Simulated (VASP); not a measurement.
Data:

```xyz
5
Lattice="3.9970 0.0000 0.0000 0.0000 3.9970 0.0000 0.0000 0.0000 3.9970" Properties=species:S:1:pos:R:3 pbc="T T T"
K      0.0000     0.0000     0.0000
Zn     1.9985     1.9985     1.9985
F      1.9985     0.0000     1.9985
F      0.0000     1.9985     1.9985
F      1.9985     1.9985     0.0000
```

These are AM05 GGA, VASP's PBE PAW potentials (set 64) (plane waves; VASP) values and carry that method's errors. Run with 520 eV cut-off, 6×6×6 Γ-centred mesh, Gaussian smearing of 0.050 eV, potentials K_sv Zn F.

Question: Give the stress tensor in GPa (positive for a compressed cell).

Answer: 
```
5.51  0.00  0.00
0.00  5.51  0.00
0.00  0.00  5.51
```
The pressure is its mean diagonal, 5.51 GPa.

The compound is KZnF3 in the cubic perovskite structure. This cell is one point of a volume scan, at 0.94 of the reference volume.
